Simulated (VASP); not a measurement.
Computed with optB88-vdW, VASP's PBE PAW potentials (set 64) (plane waves; VASP).

A VASP calculation is set up with these files.

### POSCAR
```
K
1.0
 -2.5792471313   2.5792471313   2.5792471313
  2.5792471313  -2.5792471313   2.5792471313
  2.5792471313   2.5792471313  -2.5792471313
K
1
Cart
  0.0000000000   0.0000000000   0.0000000000
```

**KPOINTS**
```
Automatic mesh
0
Gamma
9 9 9
0 0 0
```

**INCAR**
```
PARAM2 = 0.22
LREAL = .FALSE.
PARAM1 = 0.1833333333
AGGAC = 0.0
ENCUT = 520
EDIFFG = -0.01   # ionic stop
LASPH = .TRUE.
LUSE_VDW = .TRUE.
NSW = 60   # most ionic steps
ISIF = 3   # ions, shape and volume
ALGO = Normal   # blocked Davidson
NELM = 100   # most electronic steps
GGA = BO
SIGMA = 0.1   # width (eV)
PREC = Accurate
IBRION = 2   # conjugate gradients
LWAVE = .FALSE.
EDIFF = 1E-6   # SCF stop (eV)
LCHARG = .FALSE.
SYSTEM = K
ISMEAR = 1
```

POTCAR, in this order: K_sv (PBE.64 set). Program: vasp_std.

The run wrote:

File OSZICAR:
```
       N       E                     dE             d eps       ncg     rms          rms(c)
DAV:   1     0.473288279266E+02    0.47329E+02   -0.36557E+03   560   0.860E+02
DAV:   2     0.256635359254E+01   -0.44762E+02   -0.44408E+02   568   0.215E+02
DAV:   3     0.123934266665E+01   -0.13270E+01   -0.13271E+01   920   0.335E+01
DAV:   4     0.121136490737E+01   -0.27978E-01   -0.27978E-01   832   0.398E+00
DAV:   5     0.121106112639E+01   -0.30378E-03   -0.30379E-03   992   0.275E-01    0.304E+00
DAV:   6     0.121108549899E+01    0.24373E-04   -0.99789E-04   864   0.211E-01    0.182E+00
DAV:   7     0.121037976846E+01   -0.70573E-03   -0.31577E-03   784   0.374E-01    0.406E-02
DAV:   8     0.121007657056E+01   -0.30320E-03   -0.53799E-04   768   0.143E-01    0.926E-03
DAV:   9     0.121003481230E+01   -0.41758E-04   -0.78185E-05   816   0.438E-02    0.492E-03
DAV:  10     0.121002855996E+01   -0.62523E-05   -0.14915E-05   784   0.196E-02    0.135E-03
DAV:  11     0.121002768273E+01   -0.87723E-06   -0.23765E-06   776   0.729E-03
   1 F= 0.12100277E+01 E0= 0.12102222E+01  d E =0.121003E+01
```

File OUTCAR:
```
------------------------ aborting loop because EDIFF is reached ----------------------------------------
  FORCE on cell =-STRESS in cart. coord.  units (eV):
  Direction    XX          YY          ZZ          XY          YZ          ZX
  --------------------------------------------------------------------------------------
  Total       -0.0003321     -0.0003321     -0.0003321     -0.0000000     -0.0000000     -0.0000000
  in kB       -0.0077514     -0.0077514     -0.0077514     -0.0000000     -0.0000000     -0.0000000
  external PRESSURE =      -0.0077514 kB  Pullay stress =       0.0000000 kB
  volume of cell :       68.63
      direct lattice vectors                 reciprocal lattice vectors
    -2.579247131  2.579247131  2.579247131     0.000000000  0.193855018  0.193855018
     2.579247131 -2.579247131  2.579247131     0.193855018  0.000000000  0.193855018
     2.579247131  2.579247131 -2.579247131     0.193855018  0.193855018  0.000000000
 POSITION                                       TOTAL-FORCE (eV/Angst)
 -----------------------------------------------------------------------------------
      0.00000      0.00000      0.00000         0.000000     -0.000000      0.000000
 -----------------------------------------------------------------------------------
    total drift:                               -0.000000     -0.000000      0.000000
  FREE ENERGIE OF THE ION-ELECTRON SYSTEM (eV)
  ---------------------------------------------------
  free  energy   TOTEN  =         1.2100276827 eV

  energy  without entropy=        1.2106112378  energy(sigma->0) =        1.21022220

 reached required accuracy - stopping structural energy minimisation
```
(Selected blocks of OUTCAR.)

The compound is K in the bcc structure. It was relaxed first, which changed the volume by -7 %. The start is the result of an earlier pass.
